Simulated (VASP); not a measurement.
**SiMo3 under strain**

Aim: follow the pressure of SiMo3 through compression, expansion and shear. All runs use PBEsol. Left out of this account: 1 further run (self-consistent run: a reference on another mesh). The start is a cell from a database of measured crystal structures.

Program: VASP 6.6.1. Level of theory: PBEsol; plane waves and PAW (Si, Mo_sv). Results are calculated unless marked as measured.

**1. The structure**

Symmetry: Pm-3n, No. 223, cubic system. Conventional cell: a = 4.889 Å, b = 4.889 Å, c = 4.889 Å, α = 90.00°, β = 90.00°, γ = 90.00°. Nearest to Si lie 12 Mo at 2.73 Å. Nearest to Mo lie 2 Mo at 2.44 Å and 4 Si at 2.73 Å. Farther neighbours are not listed.

Coordinates:

```cif
data_structure
_symmetry_space_group_name_H-M 'Pm-3n'
_symmetry_Int_Tables_number 223
_cell_length_a 4.8890
_cell_length_b 4.8890
_cell_length_c 4.8890
_cell_angle_alpha 90.000
_cell_angle_beta 90.000
_cell_angle_gamma 90.000
_cell_volume 116.86
loop_
_atom_site_label
_atom_site_type_symbol
_atom_site_symmetry_multiplicity
_atom_site_Wyckoff_symbol
_atom_site_fract_x
_atom_site_fract_y
_atom_site_fract_z
_atom_site_occupancy
Si1 Si 2 a 0.00000 0.00000 0.00000 1
Mo1 Mo 6 c 0.25000 0.00000 0.50000 1
```

**2. Bands, cell as listed**

Levels along the symmetry lines show where the bands peak and cross; KPOINTS_OPT computes them in the converged potential. PBEsol restores the gradient expansion of exchange and is tuned for the cells of solids.

Input file INCAR:

```
SYSTEM = SiMo3
PREC = Accurate
ENCUT = 400
EDIFF = 1E-06
NELM = 100
ISMEAR = -1
SIGMA = 0.05
LREAL = .FALSE.
ALGO = Normal
GGA = PS
NBANDS = 69
LASPH = .TRUE.
LORBIT = 11
LWAVE = .FALSE.
LCHARG = .FALSE.
KPAR = 8
```

Input file POSCAR:

```
SiMo3
1.0
    4.8890000000      0.0000000000      0.0000000000
    0.0000000000      4.8890000000      0.0000000000
    0.0000000000      0.0000000000      4.8890000000
Si Mo
2 6
Direct
    0.0000000000      0.0000000000      0.0000000000
    0.5000000000      0.5000000000      0.5000000000
    0.2500000000      0.0000000000      0.5000000000
    0.5000000000      0.7500000000      0.0000000000
    0.7500000000      0.0000000000      0.5000000000
    0.5000000000      0.2500000000      0.0000000000
    0.0000000000      0.5000000000      0.7500000000
    0.0000000000      0.5000000000      0.2500000000
```

Input file KPOINTS:

```
Automatic mesh
0
Gamma
6 6 6
0 0 0
```

Input file KPOINTS_OPT:

```
Line mode
12
Line-mode
Reciprocal
  0.00000000   0.00000000   0.00000000 GAMMA
  0.00000000   0.50000000   0.00000000 X

  0.00000000   0.50000000   0.00000000 X
  0.50000000   0.50000000   0.00000000 M

  0.50000000   0.50000000   0.00000000 M
  0.00000000   0.00000000   0.00000000 GAMMA

  0.00000000   0.00000000   0.00000000 GAMMA
  0.50000000   0.50000000   0.50000000 R

  0.50000000   0.50000000   0.50000000 R
  0.00000000   0.50000000   0.00000000 X

  0.50000000   0.50000000   0.00000000 M
  0.50000000   0.50000000   0.50000000 R
```

PAW data sets: Si and Mo_sv (PBE family, release 64).

Run with:

```
> mpirun -np 8 vasp_std
```

The program printed:

```text
[banner, memory and clock lines left out]
running    8 mpi-ranks, on    1 nodes
 distrk:  each k-point on    1 cores,    8 groups
 distr:  one band on    1 cores,    1 groups

 POSCAR found type information on POSCAR SiMo
 POSCAR found :  2 types and       8 ions
|                                                                             |
|           W    W    AA    RRRRR   N    N  II  N    N   GGGG   !!!           |
|           W    W   A  A   R    R  NN   N  II  NN   N  G    G  !!!           |
|           W    W  A    A  R    R  N N  N  II  N N  N  G       !!!           |
|           W WW W  AAAAAA  RRRRR   N  N N  II  N  N N  G  GGG   !            |
|           WW  WW  A    A  R   R   N   NN  II  N   NN  G    G                |
|           W    W  A    A  R    R  N    N  II  N    N   GGGG   !!!           |
|                                                                             |
|     For optimal performance we recommend to set                             |
|       NCORE = 2 up to number-of-cores-per-socket                            |
|     NCORE specifies how many cores store one orbital (NPAR=cpu/NCORE).      |
|     This setting can greatly improve the performance of VASP for DFT.       |
|     The default, NCORE=1 might be grossly inefficient on modern             |
|     multi-core architectures or massively parallel machines. Do your        |
|     Unfortunately you need to use the default for GW and RPA                |
|     calculations (for HF NCORE is supported but not extensively tested      |
|     yet).                                                                   |
|                                                                             |

|                                                                             |
|               ----> ADVICE to this user running VASP <----                  |
|                                                                             |
|     You enforced a specific xc type in the INCAR file but a different       |
|     [... a line on the potential file left out ...]
|     I HOPE YOU KNOW WHAT YOU ARE DOING!                                     |
|                                                                             |

 LDA part: xc-table for (Slater+PW92), standard interpolation
 POSCAR, INCAR and KPOINTS ok, starting setup
 FFT: planning ... GRIDC
 FFT: planning ... GRID_SOFT
 FFT: planning ... GRID
 WAVECAR not read
 entering main loop
       N       E                     dE             d eps       ncg     rms          rms(c)
DAV:   1     0.950163391912E+03    0.95016E+03   -0.47302E+04  2816   0.112E+03
DAV:   2    -0.572682159616E+02   -0.10074E+04   -0.96856E+03  3012   0.408E+02
DAV:   3    -0.893303037644E+02   -0.32062E+02   -0.31079E+02  3209   0.735E+01
DAV:   4    -0.896841573710E+02   -0.35385E+00   -0.35248E+00  3131   0.727E+00
DAV:   5    -0.896874461130E+02   -0.32887E-02   -0.32878E-02  3143   0.710E-01    0.457E+01
DAV:   6    -0.855046860160E+02    0.41828E+01   -0.93049E+00  2946   0.143E+01    0.127E+01
DAV:   7    -0.851419074183E+02    0.36278E+00   -0.72336E-01  3179   0.332E+00    0.341E+00
DAV:   8    -0.850812226816E+02    0.60685E-01   -0.71432E-02  2873   0.894E-01    0.678E-01
DAV:   9    -0.850793424510E+02    0.18802E-02   -0.44675E-03  3001   0.268E-01    0.322E-01
DAV:  10    -0.850791447156E+02    0.19774E-03   -0.50452E-04  3194   0.124E-01    0.118E-01
DAV:  11    -0.850791583337E+02   -0.13618E-04   -0.10261E-05  3025   0.147E-02    0.245E-02
DAV:  12    -0.850791548935E+02    0.34402E-05   -0.54413E-06  2973   0.116E-02    0.146E-03
DAV:  13    -0.850791546714E+02    0.22203E-06   -0.89321E-08  1650   0.131E-03
   1 F= -.85079155E+02 E0= -.85062672E+02  d E =-.329649E-01
 Start KPOINTS_OPT (optional k-point list driver)
k-point batch [1-20\72]
       N       E                     dE             ncg
DAV:   1     0.114161748027E+04   -0.21677E+05     2808
DAV:   2    -0.192578843552E+05   -0.20400E+05     3004
DAV:   3    -0.198843249146E+05   -0.62644E+03     3208
DAV:   4    -0.198907787100E+05   -0.64538E+01     3104
DAV:   5    -0.198908457523E+05   -0.67042E-01     3075
DAV:   6    -0.198908473011E+05   -0.15488E-02     3200
DAV:   7    -0.198908473394E+05   -0.38281E-04     2715
DAV:   8    -0.198908473409E+05   -0.15191E-05     2192
DAV:   9    -0.198908473410E+05   -0.12666E-06     1747
[...]
k-point batch [61-72\72]
       N       E                     dE             ncg
DAV:   1     0.158366240039E+05   -0.28356E+05     1688
DAV:   2     0.360320797008E+04   -0.12233E+05     1828
DAV:   3     0.323327247780E+04   -0.36994E+03     1880
DAV:   4     0.322987984800E+04   -0.33926E+01     1856
DAV:   5     0.322984850156E+04   -0.31346E-01     1847
DAV:   6     0.322984797887E+04   -0.52269E-03     1856
DAV:   7     0.322984796771E+04   -0.11157E-04     1647
DAV:   8     0.322984796747E+04   -0.24007E-06     1288
```

Wall time 18 s (8 MPI ranks of Intel Xeon 6975P-C (Granite Rapids), shared host); peak memory 2.3 GiB.

The logs omit lines about the potential files and the build; timing stands in the text.

Parts of OUTCAR (step 2):

```text
ion  position               nearest neighbor table
   1  0.000  0.000  0.000-   3 2.73   4 2.73   5 2.73   6 2.73   7 2.73   8 2.73   3 2.73   5 2.73
                             7 2.73   8 2.73   4 2.73   6 2.73
   2  0.500  0.500  0.500-   3 2.73   4 2.73   5 2.73   6 2.73   7 2.73   8 2.73   4 2.73   6 2.73
                             3 2.73   5 2.73   7 2.73   8 2.73
   3  0.250  0.000  0.500-   5 2.44   5 2.44   1 2.73   1 2.73   2 2.73   2 2.73   8 2.99   4 2.99
                             4 2.99   6 2.99   6 2.99   7 2.99   8 2.99   7 2.99
   4  0.500  0.750  0.000-   6 2.44   6 2.44   1 2.73   2 2.73   2 2.73   1 2.73   8 2.99   5 2.99
                             3 2.99   5 2.99   3 2.99   7 2.99   7 2.99   8 2.99
   5  0.750  0.000  0.500-   3 2.44   3 2.44   1 2.73   1 2.73   2 2.73   2 2.73   8 2.99   4 2.99
                             4 2.99   6 2.99   6 2.99   7 2.99   8 2.99   7 2.99
   6  0.500  0.250  0.000-   4 2.44   4 2.44   1 2.73   2 2.73   2 2.73   1 2.73   8 2.99   3 2.99
                             3 2.99   5 2.99   5 2.99   7 2.99   7 2.99   8 2.99
   7  0.000  0.500  0.750-   8 2.44   8 2.44   1 2.73   2 2.73   1 2.73   2 2.73   3 2.99   4 2.99
                             5 2.99   3 2.99   5 2.99   6 2.99   4 2.99   6 2.99
   8  0.000  0.500  0.250-   7 2.44   7 2.44   1 2.73   2 2.73   1 2.73   2 2.73   3 2.99   4 2.99
                             5 2.99   3 2.99   5 2.99   6 2.99   4 2.99   6 2.99

  LATTYP: Found a simple cubic cell.
 ALAT       =     4.8890000000

 Subroutine GETGRP returns: Found 48 space group operations
 (whereof 24 operations were pure point group operations)

The static configuration has the point symmetry T_h .
 The point group associated with its full space group is O_h .

 Found     20 irreducible k-points:

   k-points           NKPTS =     20   k-points in BZ     NKDIM =     20   number of bands    NBANDS=     69

   dimension x,y,z NGX =    32 NGY =   32 NGZ =   32
   dimension x,y,z NGXF=    64 NGYF=   64 NGZF=   64

   ENCUT  =  400.0 eV  29.40 Ry    5.42 a.u.   7.97  7.97  7.97*2*pi/ulx,y,z

   NELECT =      92.0000    total number of electrons

 k-points in reciprocal lattice and weights: Automatic mesh
   0.00000000  0.00000000  0.00000000       0.005
   0.16666667  0.00000000  0.00000000       0.028
   0.33333333  0.00000000  0.00000000       0.028
   0.50000000  0.00000000  0.00000000       0.014
   0.16666667  0.16666667  0.00000000       0.056
   0.33333333  0.16666667  0.00000000       0.111
   0.50000000  0.16666667  0.00000000       0.056
   0.33333333  0.33333333  0.00000000       0.056
   0.50000000  0.33333333  0.00000000       0.056
[...]
0.50000000  0.50000000  0.33333333       0.028
   0.50000000  0.50000000  0.50000000       0.005

 average (electrostatic) potential at core
       1 -76.6813       2 -76.6813       3 -68.8122       4 -68.8122       5 -68.8122
       6 -68.8122       7 -68.8122       8 -68.8122

 E-fermi :  12.6522

 k-point     1 :       0.0000    0.0000    0.0000
  band No.  band energies     occupation
    ...
     40      10.4695      2.00000
     41      10.4695      2.00000
     42      10.4695      2.00000
     43      11.0769      2.00000
     44      11.0769      2.00000
     45      13.8991      0.00000
     46      13.8991      0.00000
     47      13.8991      0.00000
     48      14.6804      0.00000
     49      15.0265      0.00000
    ...

 k-point     2 :       0.1667    0.0000    0.0000
  band No.  band energies     occupation
    ...
     40      10.4529      2.00000
     41      10.6521      2.00000
     42      10.6521      2.00000
     43      11.1689      2.00000
     44      11.2257      2.00000
     45      13.4667      0.00000
     46      13.7321      0.00000
     47      13.7321      0.00000
     48      14.6240      0.00000
     49      14.7636      0.00000
    ...

 k-point     3 :       0.3333    0.0000    0.0000
  band No.  band energies     occupation
    ...
     41      10.5611      2.00000
     42      10.5611      2.00000
     43      11.1941      2.00000
     44      11.2628      2.00000
     45      12.4303      1.97661
     46      13.5464      0.00000
     47      13.5464      0.00000
     48      14.2448      0.00000
     49      14.3850      0.00000
     50      14.5157      0.00000
    ...

  Total       -3.2962386     -3.2962386     -3.2962386     -0.0000000      0.0000000      0.0000000
  in kB      -45.1927850    -45.1927850    -45.1927850     -0.0000000      0.0000000      0.0000000
  external PRESSURE =     -45.1927850 kB  Pullay stress =       0.0000000 kB

  energy-cutoff  :      400.00
  volume of cell :      116.86
      direct lattice vectors                 reciprocal lattice vectors
     4.889000000  0.000000000  0.000000000     0.204540806  0.000000000  0.000000000
     0.000000000  4.889000000  0.000000000     0.000000000  0.204540806  0.000000000
     0.000000000  0.000000000  4.889000000     0.000000000  0.000000000  0.204540806

 POSITION                                       TOTAL-FORCE (eV/Angst)
 -----------------------------------------------------------------------------------
      0.00000      0.00000      0.00000         0.000000     -0.000000      0.000000
      2.44450      2.44450      2.44450         0.000000     -0.000000      0.000000
      1.22225      0.00000      2.44450        -0.000000      0.000000     -0.000000
      2.44450      3.66675      0.00000         0.000000      0.000000      0.000000
      3.66675      0.00000      2.44450         0.000000      0.000000     -0.000000
      2.44450      1.22225      0.00000         0.000000     -0.000000     -0.000000
      0.00000      2.44450      3.66675         0.000000      0.000000     -0.000000
      0.00000      2.44450      1.22225        -0.000000     -0.000000      0.000000
 -----------------------------------------------------------------------------------
    total drift:                                0.000000     -0.000000     -0.000000

  FREE ENERGIE OF THE ION-ELECTRON SYSTEM (eV)
  ---------------------------------------------------
  free  energy   TOTEN  =       -85.0791546714 eV

  energy  without entropy=      -85.0461897491  energy(sigma->0) =      -85.06267221

 total charge
# of ion       s       p       d       tot
------------------------------------------
    1        0.710   0.892   0.000   1.602
    2        0.710   0.892   0.000   1.602
    3        2.336   6.201   4.085  12.622
    4        2.336   6.201   4.085  12.622
    5        2.336   6.201   4.085  12.622
    6        2.336   6.201   4.085  12.622
    7        2.336   6.201   4.085  12.622
    8        2.336   6.201   4.085  12.622
--------------------------------------------------
tot         15.433  38.990  24.512  78.935

[... 3 further parts left out ...]
```

Spin-orbit coupling is off here; it would split degenerate levels. The PAW data sets were made with PBE, which is usual practice but a small mismatch for other functionals. At this level the cell is under a tension of 4.5 GPa, so at these settings it is away from equilibrium.

This step gave:

```
SCF cycles              : 13
electrons               : 92
bands                   : 69
irreducible k-points    : 20
symmetry operations     : 48
free energy (TOTEN)     : -85.0792 eV
energy at zero smearing : -85.0627 eV
Fermi energy            : 12.65 eV
pressure                : -4.519 GPa
metallic                : yes
```

Electronic bands along the path, in eV, zero at the Fermi level; # counts the bands kept, so #1 is VASP's band 25:

```tsv
point	#19	#20	#21	#22	#23	#24	#25	#26
Γ	-1.58	-1.58	1.25	1.25	1.25	2.03	2.37	2.37
0.55 of the way	-1.45	-1.32	0.11	0.93	0.93	1.70	1.86	2.02
X	-1.72	-1.72	0.24	0.24	0.93	0.93	1.51	1.51
0.55 of the way	-1.65	-1.38	-0.22	-0.12	0.12	0.24	0.33	0.56
M	-1.12	-0.88	-0.88	-0.79	-0.70	-0.51	-0.11	0.24
0.45 of the way	-1.61	-1.23	-0.40	0.23	0.64	0.82	1.34	1.53
Γ	-1.58	-1.58	1.25	1.25	1.25	2.03	2.37	2.37
0.55 of the way	-1.69	-1.69	-0.71	-0.71	0.66	0.66	1.21	1.45
R	-1.20	-1.20	-1.20	-1.20	-1.20	-1.20	1.27	1.27
0.45 of the way	-1.52	-1.52	-0.93	-0.93	-0.21	-0.21	1.11	1.11
X	-1.72	-1.72	0.24	0.24	0.93	0.93	1.51	1.51
jump to M	-1.12	-0.88	-0.88	-0.79	-0.70	-0.51	-0.11	0.24
0.45 of the way	-1.37	-1.27	-0.96	-0.96	-0.83	-0.49	0.46	0.67
R	-1.20	-1.20	-1.20	-1.20	-1.20	-1.20	1.27	1.27
```

Of the projections kept (Si, Mo), the largest for each band there; the rest of the weight can lie on other orbitals:

```tsv
point	#19	#20	#21	#22	#23	#24	#25	#26
Γ	Mo 1.00	Mo 1.00	Mo 1.00	Mo 1.00	Mo 1.00	Mo 0.52	Mo 1.00	Mo 1.00
X	Mo 0.98	Mo 0.98	Mo 0.98	Mo 0.98	Mo 1.00	Mo 1.00	Mo 1.00	Mo 1.00
M	Mo 1.00	Mo 1.00	Mo 1.00	Mo 0.82	Mo 1.00	Mo 0.90	Mo 1.00	Mo 0.99
Γ	Mo 1.00	Mo 1.00	Mo 1.00	Mo 1.00	Mo 1.00	Mo 0.52	Mo 1.00	Mo 1.00
R	Mo 0.97	Mo 0.97	Mo 0.97	Mo 0.97	Mo 0.97	Mo 0.97	Mo 0.99	Mo 0.99
X	Mo 0.98	Mo 0.98	Mo 0.98	Mo 0.98	Mo 1.00	Mo 1.00	Mo 1.00	Mo 1.00
```

There is no gap at this level.

[end of part 1 of 4]

[Lines on the potential files, build, host, timing and source positions are cut from VASP's logs without a mark.]

[Logs are printed without paths, hosts, clocks, repeated set-up lines and the standing remarks that a program may print on its own settings, such as how far it seeks lower states.]

[Hosts, paths, dates, database ids (printed as entryN), source tags and the programs' standing remarks are cut or masked in the printed files.]

[A measured line is paired with the nearest computed mode of its activity, which favours agreement.]
